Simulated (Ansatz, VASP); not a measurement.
# Ti (Titanium) in two plane-wave programs, part 2 of 2

One calculation is typed for both programs; each brings its own data sets. How far apart do they land? The cell is taken from a series of runs on this material, whose earlier steps may have relaxed, scaled, displaced or heated it; both programs get it as it stands.

VASP 6.6.1 and Ansatz 0.2.0.

So far: The starting structure; Ansatz: zone-centre phonons, LDA; VASP: zone-centre phonons, LDA.

### 3. VASP: zone-centre phonons, LDA (continued)

Level of this step: LDA; plane waves and PAW (Ti_sv) (VASP).

Numbers of over 12 decimals in the logs are rounded to 6 here.

Parts of OUTCAR (step 3):

```text
ion  position               nearest neighbor table
   1  0.333  0.667  0.250-   2 2.81   2 2.81   2 2.81   2 2.81   2 2.81   2 2.81
   2  0.667  0.333  0.750-   1 2.81   1 2.81   1 2.81   1 2.81   1 2.81   1 2.81

  LATTYP: Found a hexagonal cell.
 ALAT       =     2.8637413201
 C/A-ratio  =     1.5829782014

 Subroutine GETGRP returns: Found 24 space group operations
 (whereof 12 operations were pure point group operations)

The static configuration has the point symmetry D_3d.
 The point group associated with its full space group is D_6h.

 Found    336 irreducible k-points:

   k-points           NKPTS =    336   k-points in BZ     NKDIM =    336   number of bands    NBANDS=     18

   dimension x,y,z NGX =    24 NGY =   24 NGZ =   36
   dimension x,y,z NGXF=    48 NGYF=   48 NGZF=   72

   ENCUT  =  500.0 eV  36.75 Ry    6.06 a.u.   5.22  5.22  8.27*2*pi/ulx,y,z

   NELECT =      24.0000    total number of electrons

 k-points in reciprocal lattice and weights: Automatic mesh
   0.00000000  0.00000000  0.00000000       0.000
   0.04761905 -0.00000000  0.00000000       0.001
   0.09523810  0.00000000  0.00000000       0.001
   0.14285714  0.00000000  0.00000000       0.001
   0.19047619  0.00000000  0.00000000       0.001
   0.23809524  0.00000000  0.00000000       0.001
   0.28571429  0.00000000  0.00000000       0.001
   0.33333333  0.00000000  0.00000000       0.001
   0.38095238  0.00000000  0.00000000       0.001
[...]
0.33333333  0.28571429  0.50000000       0.002
   0.33333333  0.33333333  0.50000000       0.000

 average (electrostatic) potential at core
       1 -71.5824       2 -71.5824

  Total       -0.0487206     -0.0487206     -0.0428198      0.0000000      0.0000000      0.0000000
  in kB       -2.4244656     -2.4244656     -2.1308290      0.0000000      0.0000000      0.0000000
  external PRESSURE =      -2.3265867 kB  Pullay stress =       0.0000000 kB

  energy-cutoff  :      500.00
  volume of cell :       32.20
      direct lattice vectors                 reciprocal lattice vectors
     2.863741320  0.000000000  0.000000000     0.349193551  0.201606991  0.000000000
    -1.431870660  2.480072733  0.000000000     0.000000000  0.403213981  0.000000000
     0.000000000  0.000000000  4.533240084     0.000000000  0.000000000  0.220592773

 POSITION                                       TOTAL-FORCE (eV/Angst)
 -----------------------------------------------------------------------------------
     -0.00000      1.65338      1.13331         0.000000      0.000000      0.000000
      1.43187      0.82669      3.39993        -0.000000     -0.000000      0.000000
 -----------------------------------------------------------------------------------
    total drift:                                0.000000     -0.000000      0.000000

 Eigenvectors and eigenvalues of the dynamical matrix
 ----------------------------------------------------

   1 f  =    6.244878 THz    39.237724 2PiTHz  208.306697 cm-1    25.826727 meV
             X         Y         Z           dx          dy          dz
     -0.000000  1.653382  1.133310    -0.000000    0.000000    0.707107
      1.431871  0.826691  3.399930     0.000000   -0.000000   -0.707107

   2 f  =    3.408580 THz    21.416738 2PiTHz  113.697980 cm-1    14.096747 meV
             X         Y         Z           dx          dy          dz
     -0.000000  1.653382  1.133310     0.675986   -0.207468   -0.000000
      1.431871  0.826691  3.399930    -0.675986    0.207468   -0.000000

   3 f  =    3.408580 THz    21.416738 2PiTHz  113.697980 cm-1    14.096747 meV
             X         Y         Z           dx          dy          dz
     -0.000000  1.653382  1.133310     0.207468    0.675986    0.000000
      1.431871  0.826691  3.399930    -0.207468   -0.675986    0.000000

   4 f  =    0.000000 THz     0.000000 2PiTHz    0.000002 cm-1     0.000000 meV
             X         Y         Z           dx          dy          dz
     -0.000000  1.653382  1.133310     0.018663   -0.053954    0.704798
      1.431871  0.826691  3.399930     0.018663   -0.053954    0.704798

   5 f/i=    0.000000 THz     0.000000 2PiTHz    0.000000 cm-1     0.000000 meV
             X         Y         Z           dx          dy          dz
     -0.000000  1.653382  1.133310     0.649640   -0.276579   -0.038376
      1.431871  0.826691  3.399930     0.649640   -0.276579   -0.038376

   6 f/i=    0.000000 THz     0.000000 2PiTHz    0.000002 cm-1     0.000000 meV
             X         Y         Z           dx          dy          dz
     -0.000000  1.653382  1.133310    -0.278604   -0.648532   -0.042270
      1.431871  0.826691  3.399930    -0.278604   -0.648532   -0.042270

 ELASTIC MODULI CONTR FROM IONIC RELAXATION (kBar)
 Direction    XX          YY          ZZ          XY          YZ          ZX
 --------------------------------------------------------------------------------
 XX        -175.3195    175.3195     -0.0000      0.0000      0.0000      0.0000
 YY         175.3195   -175.3195      0.0000      0.0000      0.0000     -0.0000
 ZZ          -0.0000      0.0000     -0.0000      0.0000      0.0000      0.0000
 XY           0.0000      0.0000      0.0000   -175.3195      0.0000      0.0000
 YZ           0.0000      0.0000      0.0000      0.0000      0.0000      0.0000
 ZX           0.0000     -0.0000      0.0000      0.0000      0.0000     -0.0000
 --------------------------------------------------------------------------------
```

### 4. Differences

Known differences besides the potentials themselves: the two LDA forms differ slightly; the cutoff is 420 eV in Ansatz and 500 eV in VASP; VASP's log shows a relativistic correction to its local exchange, Ansatz's none. Total energies have different zeros and are not compared.

Both answers:

| quantity | Ansatz | VASP | difference |
| --- | --- | --- | --- |
| optical mode 1 to 2 (cm⁻¹) | 113.7 | 113.7 | +0.02 % |
| optical mode 3 (cm⁻¹) | 205.1 | 208.3 | -1.56 % |

Modes are paired by rising frequency, not by their patterns, so a pair may set unlike modes beside each other; they are those without the splitting of longitudinal modes.

### 5. Results

```json
{
 "r.m.s. difference of the optical zone-centre modes, each program's sorted by frequency (zone-centre phonons, LDA)": "1.9 cm⁻¹",
 "difference in optical mode 3 (zone-centre phonons, LDA)": "-1.6 %"
}
```

**Reading.** The r.m.s. difference of the optical zone-centre modes, each program's sorted by frequency is 1.9 cm⁻¹ (zone-centre phonons, LDA). Among the rows given in per cent, the largest difference of the zone-centre phonons, LDA pair is in optical mode 3, -1.6 %. How closely two codes agree says nothing of how well the functional describes the real material.

[Lines on the potential files, build, host, timing and source positions are cut from VASP's logs without a mark.]

[Logs are printed without paths, hosts, clocks, repeated set-up lines and the standing remarks that a program may print on its own settings, such as how far it seeks lower states.]

[Hosts, paths, dates, database ids (printed as entryN), source tags and the programs' standing remarks are cut or masked in the printed files.]
